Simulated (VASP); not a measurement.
Crystal: Ca.

```
CELL_PARAMETERS angstrom
0.00000 2.79420 2.79420
2.79420 0.00000 2.79420
2.79420 2.79420 0.00000
ATOMIC_POSITIONS crystal
Ca 0.00000 0.00000 0.00000
```

```yaml
Program: VASP 6.6.1
Task: relaxation of cell and atoms
Functional: PBE
Potentials_or_basis: VASP PAW PBE potentials, release 64 (Ca_sv)
Cutoff: 600 eV
k_mesh: 12 × 12 × 12
Occupations: methfessel-paxton, width 0.1 eV
Spin: no spin polarisation
```

At the start: pressure -0.5 GPa; volume 43.63 Å³/atom.

Problem. How do energy, volume and symmetry change on relaxing?

Solution. Over 3 steps the energy falls by 2.1 meV/atom and the volume is 42.24 Å³/atom (-3.2 %); space group Fm-3m (No. 225, to 0.05 Å).

The path:
| step | energy change (eV) | largest force (eV/Å) | pressure (GPa) | volume (Å³) |
| --- | --- | --- | --- | --- |
| 1 | 0.0000 | 0.0000 | -0.52 | 43.63 |
| 2 | -0.0019 | 0.0000 | -0.17 | 42.74 |
| 3 | -0.0021 | 0.0000 | 0.03 | 42.24 |

Final structure:
```yaml
crystal:
  lattice:
    - [0.00000, 2.76409, 2.76409]
    - [2.76409, 0.00000, 2.76409]
    - [2.76409, 2.76409, 0.00000]
  atoms:
    - { symbol: Ca, position: [0.00000, 0.00000, 0.00000] }
```
